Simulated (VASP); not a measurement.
Write the native input for VASP 6.6.1 that does the following.

| Quantity | Value |
| --- | --- |
| Task | relaxation of cell and atoms |
| Functional | PBE |
| Potentials or basis | VASP PAW PBE potentials, release 64 (Nb_sv, Sn_d, Se) |
| Cutoff | 520 eV |
| k mesh | 12 × 12 × 4 |
| Occupations | gaussian, width 0.1 eV |
| Spin | no spin polarisation |
| Further INCAR settings | ALGO = Normal; EDIFF = 1e-07; IBRION = 2; POTIM = 0.3; EDIFFG = -0.005; NSW = 60; ISIF = 3 |

The structure of Nb2SnSe lies in POSCAR:

```
Nb2SnSe                                 
1.0
    3.3831745951      0.0000000002      0.0000000000
   -1.6915872922      2.9299151470     -0.0000000000
   -0.0000000000      0.0000000000      7.7798229854
  Nb              Sn              Se            
     2     1     1
Direct
     0.6666666699999979    0.3333333300000021    0.7250744998604859
     0.6666666699999979    0.3333333300000021    0.2749255001395140
     0.0000000000000000    0.0000000000000000    0.0000000000000000
     0.3333333300000021    0.6666666699999979    0.5000000000000000
```

The cell was built by a generator and needn't be a form met in nature.

The input as run:

INCAR

```
SYSTEM = Nb2SnSe
ALGO = Normal
EDIFF = 1E-7
EDIFFG = -0.005
ENCUT = 520
GGA = PE
IBRION = 2
ISIF = 3
ISMEAR = 0
KPAR = 4
LASPH = .TRUE.
LCHARG = .FALSE.
LREAL = .FALSE.
LWAVE = .FALSE.
NELM = 120
NSW = 60
POTIM = 0.3
PREC = Accurate
SIGMA = 0.1
```

KPOINTS

```
k-points
0
G
  12 12 4
  0 0 0
```

Potentials or basis: VASP PAW PBE potentials, release 64 (Nb_sv, Sn_d, Se).

Command:

```console
$ cat potpaw_PBE.64/Nb_sv/POTCAR potpaw_PBE.64/Sn_d/POTCAR potpaw_PBE.64/Se/POTCAR > POTCAR
$ mpirun -np 4 vasp_std > vasp.out
```

Results of the run:

```yaml
Pressure_after_relaxing: 0.0 GPa
Band_gap_on_the_k_mesh: none (metal or under the smearing width)
```

Caveat: the relaxation stopped at its first step, so nothing moved.

Wall time 18 s on 4 MPI ranks on Intel(R) Xeon(R) 6975P-C (Granite Rapids), with other jobs on the host, peak memory 0.28 GiB a rank.
